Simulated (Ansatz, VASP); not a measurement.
**One calculation of SiSbTe3, two programs**

```
CELL_PARAMETERS angstrom
5.26679 0.00000 0.00000
0.00000 5.26679 0.00000
0.00000 0.00000 5.26679
ATOMIC_POSITIONS crystal
Si 0.00000 0.00000 0.00000
Sb 0.50000 0.50000 0.50000
Te 0.50000 0.00000 0.00000
Te 0.00000 0.50000 0.00000
Te 0.00000 0.00000 0.50000
```

Alike in both runs: functional PBE; k mesh 8 × 8 × 8; occupations gaussian, width 0.1 eV; no spin polarisation.

Ansatz relaxed the structure, and its values are those at the end. VASP's run is a single point on that final structure, the one shown.

```csv
,VASP,Ansatz
version,VASP 6.6.1,Ansatz 0.2.0
potentials or method,"VASP PAW PBE potentials, release 64 (Si, Sb, Te)","scalar-relativistic, plane waves, PAW"
plane-wave cutoff (eV),520,420
valence electrons in the cell,27,67
```

|  | VASP | Ansatz | Ansatz less VASP |
| --- | --- | --- | --- |
| gap on the k mesh at the Fermi level (eV) | none | none | - |
| pressure (GPa) | 0.0 | 0.0 | +0.02 |

A gap of «none» marks a metal or a gap that the smearing closes. The two sets of potentials don't hold the same shells in valence.

The runs have no spin-orbit coupling, so splittings on Sb, Te are missing.
